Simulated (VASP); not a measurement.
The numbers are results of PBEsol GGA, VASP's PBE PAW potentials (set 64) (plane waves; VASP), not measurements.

VASP ran on this input.

### KPOINTS
```
Automatic mesh
0
Gamma
13 13 13
0 0 0
```

POSCAR:
```
CoGa
1.0
  2.8404157452   0.0000000000   0.0000000000
  0.0000000000   2.8404157452   0.0000000000
  0.0000000000   0.0000000000   2.8404157452
Ga Co
1 1
Cart
  1.4202078726   1.4202078726   1.4202078726
  0.0000000000   0.0000000000   0.0000000000
```

INCAR:
```
ALGO = Normal
LREAL = .False.   # projection in real space or not
LWAVE = .False.
LMAXMIX = 4   # l cut-off of mixed one-centre charges
ENCUT = 500
ISIF = 3
ISMEAR = 1
EDIFF = 1E-6
NSW = 40   # most ionic steps
EDIFFG = -0.02
LASPH = .True.
NELM = 100   # most electronic steps
GGA = PS
SIGMA = 0.1   # width (eV)
SYSTEM = CoGa
PREC = Accurate
LCHARG = .False.
IBRION = 2   # conjugate gradients
```

POTCAR, in this order: Ga_d Co (PBE.64 set). Program: vasp_std.

The resulting files:

OSZICAR:
```
       N       E                     dE             d eps       ncg     rms          rms(c)
DAV:   1     0.968987670928E+02    0.96899E+02   -0.10614E+04  2696   0.258E+03
DAV:   2    -0.810196681396E+01   -0.10500E+03   -0.10243E+03  2618   0.353E+02
DAV:   3    -0.129305221081E+02   -0.48286E+01   -0.48150E+01  2849   0.812E+01
DAV:   4    -0.130018826857E+02   -0.71361E-01   -0.71343E-01  3476   0.936E+00
DAV:   5    -0.130037916198E+02   -0.19089E-02   -0.19089E-02  3050   0.130E+00    0.107E+01
DAV:   6    -0.140152447874E+02   -0.10115E+01   -0.26301E+01  2880   0.696E+01    0.118E+01
DAV:   7    -0.118044233730E+02    0.22108E+01   -0.10415E+01  2660   0.517E+01    0.187E+00
DAV:   8    -0.117811728929E+02    0.23250E-01   -0.28855E-01  2988   0.607E+00    0.656E-01
DAV:   9    -0.117738236845E+02    0.73492E-02   -0.20554E-02  3515   0.225E+00    0.146E-01
DAV:  10    -0.117733815611E+02    0.44212E-03   -0.65528E-04  3477   0.393E-01    0.694E-02
DAV:  11    -0.117733605957E+02    0.20965E-04   -0.85381E-05  3598   0.161E-01    0.125E-02
DAV:  12    -0.117733603887E+02    0.20703E-06   -0.35370E-06  2713   0.321E-02
   1 F= -.11773360E+02 E0= -.11773698E+02  d E =-.117734E+02
```

**OUTCAR**
```
------------------------ aborting loop because EDIFF is reached ----------------------------------------
  FORCE on cell =-STRESS in cart. coord.  units (eV):
  Direction    XX          YY          ZZ          XY          YZ          ZX
  --------------------------------------------------------------------------------------
  Total        0.0008366      0.0008366      0.0008366      0.0000000     -0.0000000     -0.0000000
  in kB        0.0584870      0.0584870      0.0584870      0.0000000     -0.0000000     -0.0000000
  external PRESSURE =       0.0584870 kB  Pullay stress =       0.0000000 kB
  volume of cell :       22.92
      direct lattice vectors                 reciprocal lattice vectors
     2.840415745  0.000000000  0.000000000     0.352061138  0.000000000  0.000000000
     0.000000000  2.840415745  0.000000000     0.000000000  0.352061138  0.000000000
     0.000000000  0.000000000  2.840415745     0.000000000  0.000000000  0.352061138
 POSITION                                       TOTAL-FORCE (eV/Angst)
 -----------------------------------------------------------------------------------
      1.42021      1.42021      1.42021         0.000000      0.000000      0.000000
      0.00000      0.00000      0.00000         0.000000      0.000000      0.000000
 -----------------------------------------------------------------------------------
    total drift:                                0.000000      0.000000     -0.000000
  FREE ENERGIE OF THE ION-ELECTRON SYSTEM (eV)
  ---------------------------------------------------
  free  energy   TOTEN  =       -11.7733603887 eV

  energy  without entropy=      -11.7743743107  energy(sigma->0) =      -11.77369836

 reached required accuracy - stopping structural energy minimisation
```
(Selected blocks of OUTCAR.)

The compound is CoGa in the CsCl type structure. It was relaxed first. The run is not spin-polarised, so no magnetic state was tried.
